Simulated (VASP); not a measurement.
Ca:

```
CELL_PARAMETERS angstrom
0.00000 2.79420 2.79420
2.79420 0.00000 2.79420
2.79420 2.79420 0.00000
ATOMIC_POSITIONS crystal
Ca 0.00000 0.00000 0.00000
```

| Property | Result |
| --- | --- |
| Program | VASP 6.6.1 |
| Task | relaxation of cell and atoms |
| Functional | PBE |
| Dispersion | D3(BJ) |
| Potentials or basis | VASP PAW PBE potentials, release 64 (Ca_sv) |
| Cutoff | 600 eV |
| k mesh | 14 × 14 × 14 |
| Occupations | methfessel-paxton, width 0.1 eV |
| Spin | no spin polarisation |

At the start: pressure -1.3 GPa; volume 43.63 Å³/atom.

Q: Where does the relaxation end?

A: Over 3 steps the energy falls by 14.7 meV/atom and the volume is 40.20 Å³/atom (-7.9 %); space group Fm-3m (No. 225, to 0.05 Å).

The path:
```
step  energy change (eV)  largest force (eV/Å)  pressure (GPa)  volume (Å³)
   1              0.0000                0.0000           -1.32        43.63
   2             -0.0128                0.0000           -0.51        41.40
   3             -0.0147                0.0000            0.00        40.20
```

Final structure:
```
Ca
1.0
     0.00000    2.71899    2.71899
     2.71899    0.00000    2.71899
     2.71899    2.71899    0.00000
Ca
1
Direct
  0.00000 0.00000 0.00000
```

Caveat: pairwise dispersion overbinds metals, which lowers pressure and volume.
